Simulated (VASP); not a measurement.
Given:

```
CELL_PARAMETERS angstrom
      4.94169     0.00000     0.00000
      0.00000     4.94169     0.00000
      0.00000     0.00000     4.94169
ATOMIC_POSITIONS crystal
  Ag 0.75000 0.25000 0.75000
  Ag 0.25000 0.75000 0.75000
  Ag 0.75000 0.75000 0.25000
  Ag 0.25000 0.25000 0.25000
  O  0.00000 0.00000 0.00000
  O  0.50000 0.50000 0.50000
```

Calculation: vdW-DF2, VASP's PBE PAW potentials (set 64) (plane waves; VASP). Numerical set-up: 520 eV cut-off, Gaussian smearing of 0.050 eV, potentials Ag O.

### Question
Predict the band gap (along the path) with the smallest direct gap where there is one.

### Answer

| Quantity | Value |
|---|---|
| band gap (along the path) | none (metal, semimetal or under 0.01 eV) |

The compound is Ag2O in the cuprite structure. It was relaxed first, which changed the volume by +14 %.
